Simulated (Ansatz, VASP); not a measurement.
# Na3AlO3: VASP beside Ansatz

```xyz
14
Lattice="2.9520 -6.3003 -0.0839 2.9520 6.3003 -0.0839 -1.2652 0.0000 5.3998" Properties=species:S:1:pos:R:3 pbc="T T T"
Na    2.3194   -3.2561    2.6160
Na    2.3194    3.2561    2.6160
Na    0.7728    0.0000    2.4991
Na    3.8660    0.0000    2.7328
Na    2.9520   -2.0702   -0.0839
Na    2.9520    2.0702   -0.0839
Al    2.9520    5.0304   -0.0839
Al    2.9520   -5.0304   -0.0839
O     0.7729    4.1879    4.0823
O     3.8659    4.1879    1.1497
O     4.8581    0.0000    0.6617
O     0.7729   -4.1879    4.0823
O     3.8659   -4.1879    1.1497
O     1.0460    0.0000   -0.8296
```

Alike in both runs: functional PBE; k mesh 2 × 2 × 2; occupations gaussian, width 0.15 eV; no spin polarisation.

Ansatz relaxed the structure, and its values are those at the end. VASP's run is a single point on that final structure, the one shown.

|  | VASP | Ansatz |
| --- | --- | --- |
| version | VASP 6.6.1 | Ansatz 0.2.0 |
| potentials or method | VASP PAW PBE potentials, release 64 (Na_pv, Al, O) | scalar-relativistic, plane waves, PAW |
| plane-wave cutoff (eV) | 520 | 420 |
| valence electrons in the cell | 84 | 96 |

Ansatz gave:

* gap on the k mesh at the Fermi level (eV): 2.52
* least direct gap on the mesh (eV): 2.56
* pressure (GPa): 0.2
* rms of the force components (eV/Å): 0.015

**Question.** What did VASP give for the same quantities?

**Answer.** gap on the k mesh at the Fermi level (eV): 2.52; least direct gap on the mesh (eV): 2.55; pressure (GPa): 0.3; rms of the force components (eV/Å): 0.016.

With one functional, cell and mesh, what is left measures potentials, basis and numerics. The two sets of potentials don't hold the same shells in valence.

Caveats: the k mesh is coarse (spacing up to 0.60 Å⁻¹), so the values aren't converged. A k mesh can miss the band edges.
